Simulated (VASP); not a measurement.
All values below come from PBE GGA, VASP's PBE PAW potentials (set 64) (plane waves; VASP).

VASP input:

KPOINTS:
```
Automatic mesh
0
Gamma
12 12 10
0 0 0
```

INCAR:
```
# general
SYSTEM   =  FePt
PREC     =  Accurate
ENCUT    =  480
LREAL    =  .FALSE.   # projection in real space or not
LASPH    =  .TRUE.   # aspherical one-centre terms

# electronic loop
EDIFF    =  1E-7
NELM     =  100
ALGO     =  Normal
LMAXMIX  =  6

# smearing
ISMEAR   =  1   # Methfessel-Paxton
SIGMA    =  0.1   # width (eV)

# functional
GGA      =  PE   # PBE

# spin
ISPIN    =  2
MAGMOM   =  2.9 0.3

# ions
IBRION   =  2   # conjugate gradients
NSW      =  40
ISIF     =  3   # ions, shape and volume
EDIFFG   =  -0.01   # ionic stop
PSTRESS  =  20

# output
LWAVE    =  .FALSE.
LCHARG   =  .FALSE.
LORBIT   =  10
```

### POSCAR
```
FePt
1
    2.7279413155     0.0000000000     0.0000000000
    0.0000000000     2.7279413155     0.0000000000
    0.0000000000     0.0000000000     3.7570430167
Fe Pt
1 1
Direct
  0.0000000000   0.0000000000   0.0000000000
  0.5000000000   0.5000000000   0.5000000000
```

POTCAR, in this order: Fe Pt (PBE.64 set). Program: vasp_std.

Question: What will the output report for the number of irreducible k-points (NKPTS), number of bands (NBANDS), largest plane-wave count, number of space-group operations, FFT grid (NGX, NGY, NGZ)?

Answer: 
| Item | Value |
|---|---|
| number of irreducible k-points (NKPTS) | 168 |
| number of bands (NBANDS) | 15 |
| largest plane-wave count | 684 |
| number of space-group operations | 16 |
| FFT grid (NGX, NGY, NGZ) | 20 × 20 × 28 |

The compound is FePt in the L1_0 structure. This run relaxes it under an external pressure of 2 GPa. Symmetry was kept, so distortions that lower it aren't found.
